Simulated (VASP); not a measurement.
Energy against volume of KCl (rock salt). All values below come from r2SCAN meta-GGA, VASP's PBE PAW potentials (set 64) (plane waves; VASP). Run with 520 eV cut-off, 7×7×7 Γ-centred mesh, Gaussian smearing of 0.050 eV, potentials K_sv Cl.

```csv
V (Å³/atom),E (eV/atom)
30.174,-8.25106
31.107,-8.25325
32.040,-8.25202
32.974,-8.24790
```

Question: Fit these four points and predict the energy of the run at 29.241 Å³/atom.

Answer: A cubic in V^(−2/3), the third-order Birch-Murnaghan form, passes through the four points with V0 = 31.21 Å³/atom and B0 = 19 GPa, and gives -8.2448 eV/atom there. The run gave -8.2448 eV/atom, +0.0 meV/atom from the fit; all five points give B0 = 19 GPa.

The compound is KCl in the rock salt structure. It was relaxed first.
